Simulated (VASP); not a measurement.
# Ba2Tl5V3O12: electric field gradients with PBE

The system is Ba2Tl5V3O12.

```
CELL_PARAMETERS angstrom
8.15421 0.00000 0.00000
-4.07711 7.06176 0.00000
0.00000 0.00000 6.92128
ATOMIC_POSITIONS crystal
Ba 0.00000 0.00000 0.23552
Ba 0.00000 0.00000 0.76448
V 0.50000 0.00000 0.00000
V 0.00000 0.50000 0.00000
V 0.50000 0.50000 0.00000
Tl 0.50000 0.00000 0.50000
Tl 0.00000 0.50000 0.50000
Tl 0.50000 0.50000 0.50000
Tl 0.33333 0.66667 0.22489
Tl 0.66667 0.33333 0.77511
O 0.33890 0.34334 0.81444
O 0.65666 0.99556 0.81444
O 0.00444 0.66110 0.81444
O 0.34334 0.33890 0.18556
O 0.99556 0.65666 0.18556
O 0.66110 0.00444 0.18556
O 0.66110 0.65666 0.18556
O 0.34334 0.00444 0.18556
O 0.99556 0.33890 0.18556
O 0.65666 0.66110 0.81444
O 0.00444 0.34334 0.81444
O 0.33890 0.99556 0.81444
```

The cell was built by a generator and needn't be a form met in nature.

```
Program                : VASP 6.6.1
Task                   : electric field gradients
Functional             : PBE
Potentials or basis    : VASP PAW PBE potentials, release 64 (Ba_sv, V_sv, Tl_d, O)
Cutoff                 : 520 eV
k mesh                 : 4 × 4 × 4
Occupations            : fermi-dirac, width 0.05 eV
Spin                   : collinear spin, ferromagnetic start
Starting moments       : [0.0, 0.0, 2.0, 2.0, 2.0, 0.0, 0.0, 0.0, 0.0, 0.0, 0.0, 0.0, 0.0, 0.0, 0.0, 0.0, 0.0, 0.0, 0.0, 0.0, 0.0, 0.0] μB
Further INCAR settings : ALGO = Normal; EDIFF = 1e-08
```

```json
{
 "Pressure": "0.7 GPa",
 "Largest force": "0.109 eV/Å",
 "Band gap on the k mesh": "none (metal or under the smearing width)",
 "Net moment": "0.00 μB per cell",
 "Valence electrons inside the program's atomic spheres": "Ba 7.85; V 11.67; Tl 11.13, 11.25; O 4.93"
}
```

Forces in eV/Å, atoms in the order of the input:
```
Ba   0.000  0.000  0.109
Ba   0.000  0.000 -0.109
V    0.000  0.000  0.000
V    0.000  0.000  0.000
V    0.000  0.000  0.000
Tl   0.000  0.000  0.000
Tl   0.000  0.000  0.000
Tl   0.000  0.000  0.000
Tl   0.000  0.000 -0.009
Tl   0.000  0.000  0.009
O    0.029 -0.005 -0.021
O   -0.010  0.027 -0.021
O   -0.019 -0.023 -0.021
O   -0.019  0.023  0.021
O    0.029  0.005  0.021
O   -0.010 -0.027  0.021
O   -0.029  0.005  0.021
O    0.010 -0.027  0.021
O    0.019  0.023  0.021
O    0.019 -0.023 -0.021
O   -0.029 -0.005 -0.021
O    0.010  0.027 -0.021
```

Stress tensor (GPa, compression positive):
```
0.52 0.00 0.00
0.00 0.52 0.00
0.00 0.00 1.18
```

Levels at points of the mesh, in eV from the Fermi level:
Spin up:
```
           k point  band 94  band 95  band 96  band 97  band 98  band 99  band 100  band 101  band 102  band 103
(0.00, 0.00, 0.00)    -0.69    -0.48    -0.48    -0.36    -0.12     0.18      0.76      0.76      0.90      1.44
(0.50, 0.00, 0.00)    -0.82    -0.76    -0.55    -0.31    -0.30    -0.22      0.55      0.74      0.87      1.76
(0.50, 0.50, 0.00)    -0.82    -0.76    -0.55    -0.31    -0.30    -0.22      0.55      0.74      0.87      1.76
(0.00, 0.00, 0.50)    -0.65    -0.57    -0.34     0.30     0.74     0.74      0.75      0.75      1.57      1.79
(0.50, 0.00, 0.50)    -0.75    -0.70    -0.51    -0.12     0.71     0.73      0.78      1.06      1.71      1.86
(0.50, 0.50, 0.50)    -0.75    -0.70    -0.51    -0.12     0.71     0.73      0.78      1.06      1.71      1.86
```
Spin down:
```tsv
k point	band 94	band 95	band 96	band 97	band 98	band 99	band 100	band 101	band 102	band 103
(0.00, 0.00, 0.00)	-0.69	-0.48	-0.48	-0.36	-0.12	0.18	0.76	0.76	0.90	1.44
(0.50, 0.00, 0.00)	-0.82	-0.76	-0.55	-0.31	-0.30	-0.22	0.55	0.74	0.87	1.76
(0.50, 0.50, 0.00)	-0.82	-0.76	-0.55	-0.31	-0.30	-0.22	0.55	0.74	0.87	1.76
(0.00, 0.00, 0.50)	-0.65	-0.57	-0.34	0.30	0.74	0.74	0.75	0.75	1.57	1.79
(0.50, 0.00, 0.50)	-0.75	-0.70	-0.51	-0.12	0.71	0.73	0.78	1.06	1.71	1.86
(0.50, 0.50, 0.50)	-0.75	-0.70	-0.51	-0.12	0.71	0.73	0.78	1.06	1.71	1.86
```

Electric field gradients, principal values (V/Å²):
| atom | Vxx | Vyy | Vzz |
| --- | --- | --- | --- |
| 1 Ba | -224.343 | -224.366 | 448.709 |
| 2 Ba | -224.343 | -224.366 | 448.709 |
| 3 V | -109.732 | -111.270 | 221.002 |
| 4 V | -109.732 | -111.289 | 221.021 |
| 5 V | -109.733 | -111.276 | 221.009 |
| 6 Tl | 68.378 | 133.185 | -201.563 |
| 7 Tl | 68.362 | 133.199 | -201.561 |
| 8 Tl | 68.350 | 133.205 | -201.555 |
| 9 Tl | 131.050 | 131.079 | -262.129 |
| 10 Tl | 131.050 | 131.079 | -262.129 |
| 11 O | 14.164 | 38.911 | -53.075 |
| 12 O | 14.160 | 38.915 | -53.075 |
| 13 O | 14.164 | 38.913 | -53.077 |
| 14 O | 14.164 | 38.910 | -53.074 |
| 15 O | 14.160 | 38.917 | -53.077 |
| 16 O | 14.163 | 38.912 | -53.075 |
| 17 O | 14.164 | 38.911 | -53.075 |
| 18 O | 14.160 | 38.915 | -53.075 |
| 19 O | 14.164 | 38.913 | -53.077 |
| 20 O | 14.164 | 38.910 | -53.074 |
| 21 O | 14.160 | 38.917 | -53.077 |
| 22 O | 14.163 | 38.912 | -53.075 |

Wall time 13 min on 4 MPI ranks on Intel(R) Xeon(R) 6975P-C (Granite Rapids), on a shared host, peak memory 1.8 GiB a rank.

Caveat: semilocal functionals often make such compounds metallic where correlation or magnetic order opens a gap, which also shifts bond lengths. With open d or f shells a metallic result of PBE can be an artefact of self-interaction; +U or a hybrid may open a gap.
